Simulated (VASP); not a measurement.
Computed with PBE GGA, VASP's PBE PAW potentials (set 64) (plane waves; VASP 6.6.1).

The input files of a VASP run:

**POSCAR**
```
Ir16O
39.847580
  0.1374134622   0.0000000000   0.0000000000
  0.0000000000   0.1374134622   0.0000000000
  0.0000000000   0.0000000000   0.5000000024
Ir O
16 1
Cartesian
  0.0343868496   0.0343868496   0.1794652359
  0.1030266126   0.0343868496   0.1794652359
  0.0343868496   0.1030266126   0.1794652359
  0.1030266126   0.1030266126   0.1794652359
  0.0000000000   0.0000000000   0.2252494951
  0.0687067311   0.0000000000   0.2255569465
  0.0000000000   0.0687067311   0.2255569465
  0.0687067311   0.0687067311   0.2251562675
  0.0338793092   0.0338793092   0.2751155480
  0.1035341530   0.0338793092   0.2751155480
  0.0338793092   0.1035341530   0.2751155480
  0.1035341530   0.1035341530   0.2751155480
  0.0000000000   0.0000000000   0.3243087700
  0.0687067311   0.0000000000   0.3208736089
  0.0000000000   0.0687067311   0.3208736089
  0.0687067311   0.0687067311   0.3206218434
  0.0000000000   0.0000000000   0.3687323990
```

### KPOINTS
```
Automatic mesh
0
Gamma
5 5 1
0 0 0
```

### INCAR
```
! general
SYSTEM   =  Ir16O
PREC     =  Normal
ENCUT    =  400
LREAL    =  .FALSE.
LASPH    =  .TRUE.

! electronic loop
EDIFF    =  1E-6
NELM     =  100
NELMIN   =  4
ALGO     =  Normal
LMAXMIX  =  6

! smearing
ISMEAR   =  1
SIGMA    =  0.1

! functional
GGA      =  PE

! output
LWAVE    =  .FALSE.
LCHARG   =  .FALSE.
LORBIT   =  11
LVHAR    =  .TRUE.

! other
LDIPOL   =  .TRUE.
IDIPOL   =  3
DIPOL    =  0.5 0.5 0.5
```

POTCAR, in this order: Ir O (PBE.64 set). Program: vasp_std. Read from the step before: WAVECAR.

Output of the run:

**OSZICAR**
```
       N       E                     dE             d eps       ncg     rms          rms(c)
DAV:   1    -0.136882302662E+03   -0.13688E+03   -0.12964E-01  2144   0.208E+00    0.232E+00
DAV:   2    -0.146305448713E+03   -0.94231E+01   -0.20740E+01  2094   0.280E+01    0.326E+01
DAV:   3    -0.136810536771E+03    0.94949E+01   -0.12757E+01  2108   0.221E+01    0.339E+00
DAV:   4    -0.136831089228E+03   -0.20552E-01   -0.12366E+00  1704   0.348E+00    0.134E+00
DAV:   5    -0.136821257739E+03    0.98315E-02   -0.12028E-01  1688   0.186E+00    0.437E-01
DAV:   6    -0.136821692382E+03   -0.43464E-03   -0.14969E-02  1476   0.798E-01    0.330E-01
DAV:   7    -0.136821157407E+03    0.53498E-03   -0.25967E-03  1714   0.346E-01    0.137E-01
DAV:   8    -0.136821033646E+03    0.12376E-03   -0.56138E-04  1748   0.142E-01    0.110E-01
DAV:   9    -0.136821036642E+03   -0.29962E-05   -0.70696E-05  1374   0.395E-02    0.976E-02
DAV:  10    -0.136821034358E+03    0.22842E-05   -0.10651E-04  1692   0.598E-02    0.716E-02
DAV:  11    -0.136821023844E+03    0.10514E-04   -0.80041E-05  1752   0.664E-02    0.481E-02
DAV:  12    -0.136821019828E+03    0.40163E-05   -0.19159E-05  1832   0.267E-02    0.415E-02
DAV:  13    -0.136821017178E+03    0.26505E-05   -0.96120E-06  1466   0.201E-02    0.347E-02
DAV:  14    -0.136821013483E+03    0.36949E-05   -0.51209E-06  1026   0.136E-02    0.208E-02
DAV:  15    -0.136821012652E+03    0.83099E-06   -0.45561E-06  1120   0.103E-02
   1 F= -.13682101E+03 E0= -.13681701E+03  d E =-.119998E-01
```

**OUTCAR**
```
------------------------ aborting loop because EDIFF is reached ----------------------------------------
  FORCE on cell =-STRESS in cart. coord.  units (eV):
  Direction    XX          YY          ZZ          XY          YZ          ZX
  --------------------------------------------------------------------------------------
  Total      -11.1430758    -11.1430758     -0.5871832      0.0000000     -0.0000000      0.0000000
  in kB      -29.8869257    -29.8869257     -1.5748883      0.0000000     -0.0000000      0.0000000
  external PRESSURE =     -20.4495799 kB  Pullay stress =       0.0000000 kB
  volume of cell :      597.36
      direct lattice vectors                 reciprocal lattice vectors
     5.475593929  0.000000000  0.000000000     0.182628590  0.000000000  0.000000000
     0.000000000  5.475593929  0.000000000     0.000000000  0.182628590  0.000000000
     0.000000000  0.000000000 19.923790098     0.000000000  0.000000000  0.050191254
 POSITION                                       TOTAL-FORCE (eV/Angst)
 -----------------------------------------------------------------------------------
      1.37023      1.37023      7.15126        -0.011400     -0.011400     -0.007501
      4.10536      1.37023      7.15126         0.011400     -0.011400     -0.007501
      1.37023      4.10536      7.15126        -0.011400      0.011400     -0.007501
      4.10536      4.10536      7.15126         0.011400      0.011400     -0.007501
      0.00000      0.00000      8.97565         0.000000      0.000000      0.030564
      2.73780      0.00000      8.98790         0.000000      0.000000     -0.018422
      0.00000      2.73780      8.98790         0.000000      0.000000     -0.018422
      2.73780      2.73780      8.97193         0.000000     -0.000000      0.003538
      1.35001      1.35001     10.96269        -0.005149     -0.005149      0.006038
      4.12559      1.35001     10.96269         0.005149     -0.005149      0.006038
      1.35001      4.12559     10.96269        -0.005149      0.005149      0.006038
      4.12559      4.12559     10.96269         0.005149      0.005149      0.006038
      0.00000      0.00000     12.92292         0.000000      0.000000      0.002104
      2.73780      0.00000     12.78604        -0.000000      0.000000      0.009766
      0.00000      2.73780     12.78604         0.000000      0.000000      0.009766
      2.73780      2.73780     12.77600         0.000000     -0.000000      0.010346
      0.00000      0.00000     14.69309        -0.000000      0.000000     -0.023388
 -----------------------------------------------------------------------------------
    total drift:                                0.000000      0.000000     -0.004231
  FREE ENERGIE OF THE ION-ELECTRON SYSTEM (eV)
  ---------------------------------------------------
  free  energy   TOTEN  =      -136.8210126517 eV

  energy  without entropy=     -136.8090128769  energy(sigma->0) =     -136.81701273

 total charge

# of ion       s       p       d       tot
------------------------------------------
    1        0.653   0.516   6.940   8.109
    2        0.653   0.516   6.940   8.109
    3        0.653   0.516   6.940   8.109
    4        0.653   0.516   6.940   8.109
    5        0.670   0.728   6.942   8.340
    6        0.667   0.719   6.942   8.327
    7        0.667   0.719   6.942   8.327
    8        0.662   0.712   6.948   8.322
    9        0.665   0.718   6.937   8.321
   10        0.665   0.718   6.937   8.321
   11        0.665   0.718   6.937   8.321
   12        0.665   0.718   6.937   8.321
   13        0.738   0.776   6.863   8.377
   14        0.628   0.497   7.006   8.132
   15        0.628   0.497   7.006   8.132
   16        0.656   0.515   6.947   8.118
   17        1.634   3.249   0.000   4.883
--------------------------------------------------
tot         12.223  13.349 111.104 136.675
```
(Selected blocks of OUTCAR.)

At this cut-off the stress carries a Pulay error, which pulls relaxed volumes low.

The cell is a thin slab with vacuum, built from Ir (fcc): (100) face, O adsorbed.
